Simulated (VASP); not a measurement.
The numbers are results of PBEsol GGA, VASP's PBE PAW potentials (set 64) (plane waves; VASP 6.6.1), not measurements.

VASP ran on this input.

### INCAR
```
# general
SYSTEM   =  SrPd
PREC     =  Accurate
ENCUT    =  300
LREAL    =  .False.
LASPH    =  .True.

# electronic loop
EDIFF    =  1E-6
NELM     =  100
ALGO     =  Normal
LMAXMIX  =  4

# smearing
ISMEAR   =  -1
SIGMA    =  0.136

# functional
GGA      =  PS

# ions
IBRION   =  2
NSW      =  50
ISIF     =  3
EDIFFG   =  -0.01

# output
LWAVE    =  .False.
LCHARG   =  .False.
```

**KPOINTS**
```
kpoints
0
gamma
  6 6 5
0 0 0
```

POSCAR:
```
SrPd
1
    2.0832160000    -5.5551570000     0.0000000000
    2.0832160000     5.5551570000     0.0000000000
    0.0000000000     0.0000000000     4.4304990000
Sr Pd
2 2
Direct
  0.8606900000   0.1393100000   0.7500000000
  0.1393100000   0.8606900000   0.2500000000
  0.5705900000   0.4294100000   0.7500000000
  0.4294100000   0.5705900000   0.2500000000
```

POTCAR, in this order: Sr_sv Pd (PBE.64 set). Program: vasp_std.

### Question
What will the output report for the number of irreducible k-points (NKPTS), largest plane-wave count, number of space-group operations, FFT grid (NGX, NGY, NGZ)?

### Answer

```yaml
number of irreducible k-points (NKPTS): 39
largest_plane_wave_count: 1225
number_of_space_group_operations: 8
FFT grid (NGX, NGY, NGZ): 36 × 36 × 28
```

The structure comes from a computed database's SrPd entry (Cmcm); how it stands against other phases isn't given here. This run relaxes it. Symmetry was kept, so distortions that lower it aren't found. The run is one of a series of settings (EDIFFG = -0.01, IBRION = 2, ISIF = 3, NSW = 50 against the base run), some of them coarse on purpose.
